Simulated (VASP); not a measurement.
An input for Quantum ESPRESSO's pw.x (written as the equivalent of a VASP run, and not itself run):

```
&CONTROL
  calculation = 'vc-relax'
  pseudo_dir = './pseudo'
  outdir = './out'
  tprnfor = .true.
  tstress = .true.
  nstep = 30
  forc_conv_thr = 0.00039
/
&SYSTEM
  ibrav = 0
  nat = 3
  ntyp = 2
  ecutwfc = 58
  occupations = 'smearing'
  smearing = 'gaussian'
  degauss = 0.003675
  input_dft = 'pz'
/
&ELECTRONS
  conv_thr = 7.3e-09
  electron_maxstep = 100
/
&IONS
/
&CELL
  cell_dofree = 'shape'
/
ATOMIC_SPECIES
  Hf 178.490 Hf.upf
  S 32.060 S.upf
CELL_PARAMETERS angstrom
     1.7602706   -3.0488780    0.0000000
     1.7602706    3.0488780    0.0000000
     0.0000000    0.0000000    5.6331831
ATOMIC_POSITIONS crystal
  Hf   0.0000000  0.0000000  0.0000000
  S    0.3333330  0.6666670  0.2533566
  S    0.6666670  0.3333330  0.7466434
K_POINTS automatic
  7 7 4 0 0 0
```

Q: Translate this input to VASP (INCAR, KPOINTS, POSCAR, choice of POTCAR).

A: One answer among several that fit: 
**KPOINTS**
```
K-points
0
gamma
  7 7 4
0 0 0
```

**INCAR**
```
SYSTEM = HfS2
PREC = Accurate
ENCUT = 520
EDIFF = 1E-7
NELM = 100
ALGO = Normal
LREAL = .FALSE.
LASPH = .TRUE.
ISMEAR = 0
SIGMA = 0.05
LMAXMIX = 6
LWAVE = .FALSE.
LCHARG = .FALSE.
ISIF = 4
IBRION = 2
NSW = 30
EDIFFG = -0.01
```

**POSCAR**
```
HfS2
1.0
  1.7602706434  -3.0488779887   0.0000000000
  1.7602706434   3.0488779887   0.0000000000
  0.0000000000   0.0000000000   5.6331830925
Hf S
1 2
Direct
  0.0000000000   0.0000000000   0.0000000000
  0.3333330000   0.6666670000   0.2533566430
  0.6666670000   0.3333330000   0.7466433570
```

POTCAR, in this order: Hf_pv S (LDA.64 set). Program: vasp_std.

What does not carry over: the potentials are each code's own (VASP's PAW set, PseudoDojo norm-conserving files in pw.x), so ENCUT and ecutwfc are chosen apart and not converted; conv_thr bounds pw.x's estimated SCF error, while EDIFF bounds the energy change between steps; forc_conv_thr acts on force components and is met together with etot_conv_thr.

The compound is HfS2 in the 1T layered structure. This cell is one point of a volume scan, at 0.97 of the reference volume. Symmetry was kept, so distortions that lower it aren't found.
